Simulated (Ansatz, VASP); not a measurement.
# MgRh in VASP and in Ansatz

Contents of INCAR:

```
SYSTEM = MgRh
PREC = Accurate
ENCUT = 520
EDIFF = 1E-7
ISMEAR = 0
SIGMA = 0.15
LREAL = .False.
LASPH = .True.
NELM = 100
ALGO = Normal
ISIF = 2
LWAVE = .False.
LCHARG = .True.
GGA = CA
LELF = .True.
LVHAR = .True.
NBANDS = 16
```

KPOINTS

```
Automatic mesh
0
Gamma
  14 14 14
  0 0 0
```

POSCAR

```
MgRh
1.0
    3.0471359554      0.0000000000      0.0000000000
    0.0000000000      3.0471359554      0.0000000000
    0.0000000000      0.0000000000      3.0471359554
Mg Rh
1 1
Direct
    0.0000000000      0.0000000000      0.0000000000
    0.5000000000      0.5000000000      0.5000000000
```

Input for Ansatz:

```yaml
crystal:
  lattice:
    - [3.0471359554, 0.0, 0.0]
    - [0.0, 3.0471359554, 0.0]
    - [0.0, 0.0, 3.0471359554]
  atoms:
    - { symbol: Mg, position: [0.0, 0.0, 0.0] }
    - { symbol: Rh, position: [0.5, 0.5, 0.5] }
basis:
  ecutwfc: 520.0
kpoints:
  mp_grid: { grid: [14, 14, 14] }
hamiltonian:
  xc: lda
scf:
  occupations: { method: gaussian, width: 0.15 }
output:
  forces: true
  stress: true
  eigenvalues: true
  write_density: true
  write_potential: true
  elf: true
  volumetric_format: npy
```

Alike in both runs: task single point; functional LDA; k mesh 14 × 14 × 14; occupations gaussian, width 0.15 eV; no spin polarisation.

|  | VASP | Ansatz |
| --- | --- | --- |
| version | VASP 6.6.1 | Ansatz 0.2.0 |
| potentials or method | VASP PAW LDA potentials, release 64 (Mg, Rh_pv) | scalar-relativistic, plane waves, PAW |
| plane-wave cutoff (eV) | 520 | 520 |
| valence electrons in the cell | 17 | 27 |

VASP gave:

- gap on the k mesh at the Fermi level (eV): none
- pressure (GPa): -0.3

Q: What did Ansatz give for the same quantities?

A: gap on the k mesh at the Fermi level (eV): none; pressure (GPa): 0.0.

A gap of «none» marks a metal or a gap that the smearing closes. The two sets of potentials don't hold the same shells in valence.
